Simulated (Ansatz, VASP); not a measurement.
# Al (Al wire along [110], 12 atoms a period): VASP beside Ansatz, part 2 of 2

One calculation is typed for both programs; each brings its own data sets. How far apart do they land? The cell is taken from a series of runs on this material, whose earlier steps may have relaxed, scaled, displaced or heated it; both programs get it as it stands.

VASP 6.6.1 and Ansatz 0.2.0.

So far: The starting structure; VASP: single point, HSE06.

## (3) Ansatz: single point, HSE06

Level of this step: Ansatz beside VASP: Kohn-Sham DFT, plane waves, HSE06 (Ansatz).

Ansatz runs on its default PAW (the set named soft_2) files.

The same cell, functional, mesh and smearing now go to Ansatz, which takes its cutoff from its data sets.

input.yaml reads:

```yaml
crystal:
  lattice:
    - [14.88, 0.0, 0.0]
    - [0.0, 13.942, 0.0]
    - [0.0, 0.0, 2.7308377913]
  atoms:
    - { symbol: Al, position: [0.219112963, 0.438306789, 0.0] }
    - { symbol: Al, position: [0.501872502, 0.266834184, 0.0] }
    - { symbol: Al, position: [0.495428662, 0.463593038, 0.0] }
    - { symbol: Al, position: [0.784401348, 0.441723153, 0.0] }
    - { symbol: Al, position: [0.358466741, 0.351803774, 0.5] }
    - { symbol: Al, position: [0.347799261, 0.550436282, 0.5] }
    - { symbol: Al, position: [0.352309111, 0.739907022, 0.5] }
    - { symbol: Al, position: [0.640986404, 0.355644883, 0.5] }
    - { symbol: Al, position: [0.638458517, 0.549911751, 0.5] }
    - { symbol: Al, position: [0.649105918, 0.742612254, 0.5] }
    - { symbol: Al, position: [0.498304628, 0.666341817, 0.0] }
    - { symbol: Al, position: [0.785259322, 0.637689409, 0.0] }
kpoints:
  mp_grid: { grid: [1, 1, 11] }
scf:
  occupations: { method: fermi_dirac, width: 0.05 }
hamiltonian:
  xc: hse06
```

The run is started by

```console
$ ansatz run input.yaml --threads 8 --pin off --max-ram 16384MiB --backend cpu --events-out ev --progress --plain --runs-dir out
```

Numbers of over 12 decimals in the logs are rounded to 6 here.

Log:

```text
Engine: ansatz 0.2.0, aarch64-unknown-linux-gnu
Pseudopotentials: kind: paw
Pseudopotential: Al, paw, valence charge 3, recommended cutoff 420 eV (normal), Al.paw.azcp
Functional definition: HSE06
  parameter a = 0.25
  parameter omega = 0.11/bohr
  exchange = pbe_x - a*pbe_x_sr(omega) + a*exact_x_sr(omega)
  correlation = pbe_c
Crystal: 12 atoms, lattice volume = 566.531 Å³
Basis set: ecut = 420 eV, 11159 PW (Γ)
Bands: 30, of which v1, the nominal top of the filled ones, is band 18 counted from 1 (17 counted from 0)
Symmetry: 2 space group operations
Space group: Pm (ITA 6), of the structure as read, at distance tolerance 8.3e-5 Å
k-points: 6 of 11
Non-local potential: Al, projectors of the file, l = 0: 2, l = 1: 2, l = 2: 1
PAW form: soft (Blöchl's): semilocal exchange-correlation on the pseudo side does not see the compensation charge
PAW frozen core: Al, regenerated for the run's functional, and the local potential with it (the file was generated under x = pbe(κ = 0.804, μ = 0.219515), c = pbe(β = 0.066725))
PAW one-centre angular grid: Al, 110 points (default); XC on 64 Gauss nodes
Initial density: superposition of atomic densities (neutral atoms: chi_scale 0, normalization atom), corrected by the library's trained network
Initial wavefunctions: pseudopotential atomic-orbital guess
Functional: x = pbe(κ = 0.804, μ = 0.219515), c = pbe(β = 0.066725), warm-up for x = pbe(κ = 0.804, μ = 0.219515) + 0.25 (exact − pbe) at short range (hse, ω = 0.207870 Å⁻¹), c = pbe(β = 0.066725); HSE06 as pw.x's `hse` composes it (authors' and Libxc's form: `xc: wpbeh`)
SCF iter   1: F=—  HF=-6444.948616 eV  |F-HF|=—  |Δ(HF+E_count)|=         —  Δρ=2.36e-3  dr2=2.56e-1  ethr=1.77e-3  ⟨swp⟩=16.8  Hψ=1290  notcnv=3
preconditioner: auto → none  [insulator: Δε(μ)=0.186 eV  Ē_g=5.864 eV  σ=0.050 eV  W_gap=0.73  n_scr=46 (ndim 8)  ℏωp=9.4 eV  f_vac=0.421  D(μ)=2.91/eV (n_scr^D=16)]
SCF iter   2: F=—  HF=-6445.198832 eV  |F-HF|=—  |Δ(HF+E_count)|=   2.50e-1  Δρ=5.59e-3  dr2=3.25e0  ethr=7.10e-4  ⟨swp⟩=7.0  Hψ=661  notcnv=0  defer=6  recentre
SCF iter   3: F=—  HF=-6444.933383 eV  |F-HF|=—  |Δ(HF+E_count)|=   2.65e-1  Δρ=1.67e-3  dr2=1.79e-1  ethr=7.10e-4  ⟨swp⟩=6.8  Hψ=623  notcnv=0  defer=2
SCF iter   4: F=—  HF=-6444.920946 eV  |F-HF|=—  |Δ(HF+E_count)|=   1.24e-2  Δρ=1.04e-3  dr2=2.34e-2  ethr=4.96e-4  ⟨swp⟩=2.8  Hψ=372  notcnv=0  defer=1
SCF iter   5: F=—  HF=-6444.920255 eV  |F-HF|=—  |Δ(HF+E_count)|=   6.91e-4  Δρ=5.31e-4  dr2=9.52e-3  ethr=6.50e-5  ⟨swp⟩=5.8  Hψ=494  notcnv=0  defer=5
SCF iter   6: F=—  HF=-6444.920304 eV  |F-HF|=—  |Δ(HF+E_count)|=   4.93e-5  Δρ=3.44e-4  dr2=4.98e-3  ethr=2.64e-5  ⟨swp⟩=3.3  Hψ=321  notcnv=0  defer=7
SCF iter   7: F=—  HF=-6444.920091 eV  |F-HF|=—  |Δ(HF+E_count)|=   2.14e-4  Δρ=2.30e-4  dr2=1.16e-3  ethr=1.38e-5  ⟨swp⟩=2.3  Hψ=315  notcnv=0  defer=2
SCF iter   8: F=—  HF=-6444.920133 eV  |F-HF|=—  |Δ(HF+E_count)|=   4.29e-5  Δρ=1.26e-4  dr2=2.72e-4  ethr=3.22e-6  ⟨swp⟩=4.0  Hψ=339  notcnv=0  defer=4
SCF iter   9: F=—  HF=-6444.920200 eV  |F-HF|=—  |Δ(HF+E_count)|=   6.69e-5  Δρ=6.48e-5  dr2=6.15e-5  ethr=7.57e-7  ⟨swp⟩=4.8  Hψ=369  notcnv=0  defer=3
SCF iter  10: F=—  HF=-6444.920229 eV  |F-HF|=—  |Δ(HF+E_count)|=   2.83e-5  Δρ=3.67e-5  dr2=2.03e-5  ethr=1.71e-7  ⟨swp⟩=4.3  Hψ=354  notcnv=0  defer=3
[...]
SCF 1 converged in 19 iterations: F = -6444.920238 eV  dr2 = 5.24e-10
  greatest PAW one-centre occupation: 0.487 electrons in one spin orbital (limit 2), on the Al atom at site 6 (counted from 0), in its partial waves of l = 0
Initial density: handed on by an earlier stage of this run
Initial wavefunctions: those handed on with the density
Functional: x = pbe(κ = 0.804, μ = 0.219515) + 0.25 (exact − pbe) at short range (hse, ω = 0.207870 Å⁻¹), c = pbe(β = 0.066725); HSE06 as pw.x's `hse` composes it (authors' and Libxc's form: `xc: wpbeh`)
Exchange kernel: α = 0.2500, screened, ω = 0.2079 Å⁻¹, Wigner–Seitz truncation, v(0) = 1029.8009 eV·Å³, q-mesh 1×1×11, nearest image of the exchange supercell L = 13.94 Å, pair-density grid 60×54×15, without the augmentation charges, whose exchange is taken in its separable form by FFT convolution over the k-point mesh (sized by the pseudopotential files, 100×96×20 at the most)
Frozen-core exchange: fock
[...]
preconditioner: auto → none  [insulator: Δε(μ)=0.225 eV  Ē_g=6.670 eV  σ=0.050 eV  W_gap=0.81  n_scr=46 (ndim 8)  ℏωp=9.4 eV  f_vac=0.426  D(μ)=2.15/eV (n_scr^D=8)]
[...]
SCF iter  10: F=—  HF=-6448.814010 eV  |F-HF|=—  |Δ(HF+E_count)|=   3.02e-4  Δρ=5.69e-5  dr2=4.98e-5  ethr=5.73e-8  ⟨swp⟩=5.0  Hψ=624  notcnv=0  defer=3
SCF iter  11: F=-6448.813998 eV  HF=-6448.814002 eV  |F-HF|=3.73e-6  |Δ(HF+E_count)|=   8.17e-6  Δρ=2.10e-5  dr2=9.58e-6  ethr=5.73e-8  ⟨swp⟩=2.3  Hψ=301  notcnv=0  defer=1
SCF 2 stopped early in 11 iterations: F = -6448.813998 eV  dr2 = 9.58e-6
hybrid outer 1: dexx = +1.017e-2 eV, tail = 2.19e-5 eV
Exchange kernel: α = 0.2500, screened, ω = 0.2079 Å⁻¹, Wigner–Seitz truncation, v(0) = 1029.8009 eV·Å³, q-mesh 1×1×11, nearest image of the exchange supercell L = 13.94 Å, pair-density grid 60×54×15, without the augmentation charges, whose exchange is taken in its separable form by FFT convolution over the k-point mesh (sized by the pseudopotential files, 100×96×20 at the most)
Frozen-core exchange: fock
SCF iter   1: F=—  HF=-6448.813982 eV  |F-HF|=—  |Δ(HF+E_count)|=         —  Δρ=1.44e-5  dr2=4.06e-6  ethr=3.05e-7  ⟨swp⟩=10.7  Hψ=620  notcnv=0
preconditioner: auto → none  [insulator: Δε(μ)=0.216 eV  Ē_g=6.675 eV  σ=0.050 eV  W_gap=0.79  n_scr=46 (ndim 8)  ℏωp=9.4 eV  f_vac=0.425  D(μ)=2.22/eV (n_scr^D=8)]
SCF iter   2: F=—  HF=-6448.813982 eV  |F-HF|=—  |Δ(HF+E_count)|=   3.53e-7  Δρ=4.54e-6  dr2=5.78e-7  ethr=9.21e-9  ⟨swp⟩=3.0  Hψ=335  notcnv=0
SCF iter   3: F=—  HF=-6448.813983 eV  |F-HF|=—  |Δ(HF+E_count)|=   7.85e-7  Δρ=4.43e-6  dr2=5.49e-7  ethr=1.16e-9  ⟨swp⟩=5.5  Hψ=487  notcnv=0  defer=3
SCF iter   4: F=—  HF=-6448.813983 eV  |F-HF|=—  |Δ(HF+E_count)|=   3.49e-8  Δρ=3.15e-6  dr2=8.73e-7  ethr=1.16e-9  ⟨swp⟩=4.5  Hψ=379  notcnv=0  defer=3
SCF iter   5: F=—  HF=-6448.813983 eV  |F-HF|=—  |Δ(HF+E_count)|=   1.02e-7  Δρ=1.42e-6  dr2=1.76e-7  ethr=1.16e-9  ⟨swp⟩=2.5  Hψ=304  notcnv=0  defer=3
SCF iter   6: F=—  HF=-6448.813983 eV  |F-HF|=—  |Δ(HF+E_count)|=   3.19e-9  Δρ=9.07e-7  dr2=1.46e-7  ethr=3.71e-10  ⟨swp⟩=4.2  Hψ=365  notcnv=0  defer=3
iter 7 solved again at ethr=1.78e-11 eV; its pass at ethr=2.88e-10 eV (dr2=6.40e-9 eV) is discarded
SCF iter   7: F=-6448.813983 eV  HF=-6448.813983 eV  |F-HF|=5.92e-9  |Δ(HF+E_count)|=   7.74e-9  Δρ=3.16e-7  dr2=2.48e-8  ethr=1.78e-11  ⟨swp⟩=5.3  Hψ=783  notcnv=0  defer=4
SCF 3 converged in 7 iterations: F = -6448.813983 eV  dr2 = 2.48e-8
hybrid outer 2: dexx = +9.871e-7 eV, tail = 4.99e-8 eV, Δε = 6.11e-4 eV (about 4.31e-5 eV left of the loop's levels)
hybrid SCF converged: 2 outer / 18 inner (+19 warm-up), last move |dexx| = 9.87e-7 eV, tail = 4.99e-8 eV
Stability not checked: this state was not tested for a lower state beside it, because the functional holds exact exchange (a hybrid, or Hartree-Fock), whose exchange loop this test does not read (fock_operator; see scf.lower_state_search)
Free energy (F): -6448.813983 eV
Frozen-core exchange: fock
Harris-Foulkes:  -6448.813983 eV  (|F-HF|=5.92e-9)
Internal energy: -6448.792372 eV  (E = F + TS)
E sigma→0 (E₀):  -6448.803177 eV
Entropy (-TS):   -0.021611 eV (-1.801 meV/atom)
Fermi energy:    0.367587 eV
--- Per-component energies (eV) ---
  E_band       = -155.339146
  E_kinetic    = 257.280174
  E_local      = -2827.335834  (includes V_loc(G=0)·N_el)
  E_nonlocal   = 124.522495
  E_hartree    = 1343.477882
  E_xc         = -382.963006
  E_vxc        = -275.519177  (∫ρ·V_xc dr)
  E_exx        = -38.537711  (= α·E_x^exact, valence–valence)
  E_paw        = -5654.738437  (= ΣΔE_a)
  E_vpaw       = -44.167790  (= ΣTr[D̂ρ^β])
  E_aug_tail   = -0.000024  (compensation charges beyond the density's cutoff)
  E_ewald      = 730.040265
  E_core_change = -0.538177  (= ΣΔE_core)
  E_smearing   = -0.021611  (= −TS)
  E_closure    = 0.000000  (closes the sum)
  Σ components = -6448.813983   (vs F -6448.813983, Δ=0.00e0)
--- Band table (eV; the first three rows and the last of 6) ---
  k-point 0: bands = [... 14 lower, -2.0711, -1.9668, -1.6385, -0.7453, 0.5808, 0.6479, 0.8777]
  k-point 1: bands = [... 14 lower, -1.8950, -1.7894, -1.4629, -0.5646, 0.7395, 0.8118, 1.0403]
  k-point 2: bands = [... 14 lower, -1.3735, -1.2596, -0.9392, -0.0301, 1.1598, 1.2918, 1.5146]
  k-point 5: bands = [... 14 lower, -1.2200, -0.5272, 0.1134, 0.2039, 0.4959, 0.7940, 1.0017]
  guard bands above this table: 9 of the run's 30 bands. The solve was not asked for them (output.publish_guard_bands: true or output.eigenvalues: true publishes all)
```

## (4) Differences

Known differences besides the potentials themselves: exact exchange at q = 0 is treated differently, which shows on coarse meshes; VASP keeps PBE cores, Ansatz makes them for the functional; the cutoff is 420 eV in Ansatz and 400 eV in VASP; VASP takes a coarser grid for exact exchange (PRECFOCK = Fast). Total energies have different zeros and are not compared.

Compared:

| quantity | Ansatz | VASP | difference |
| --- | --- | --- | --- |
| gap on the k mesh (eV) | 0.216 | 0.221 | -0.005 |

A gap on the mesh is an upper bound, since the band edges may lie between its points.

## (5) Summary of results

- difference in gap on the k mesh (single point, HSE06): -0.0047 eV

What this shows: The difference in gap on the k mesh is -0.0047 eV (single point, HSE06), within the 0.08 eV picked in this series as the mark of a large difference. Such differences can come from data sets, numerical settings and the points named under the comparisons, not from the functional's error against experiment.

[Lines on the potential files, build, host, timing and source positions are cut from VASP's logs without a mark.]

[Logs are printed without paths, hosts, clocks, repeated set-up lines and the standing remarks that a program may print on its own settings, such as how far it seeks lower states.]

[Hosts, paths, dates, database ids (printed as entryN), source tags and the programs' standing remarks are cut or masked in the printed files.]
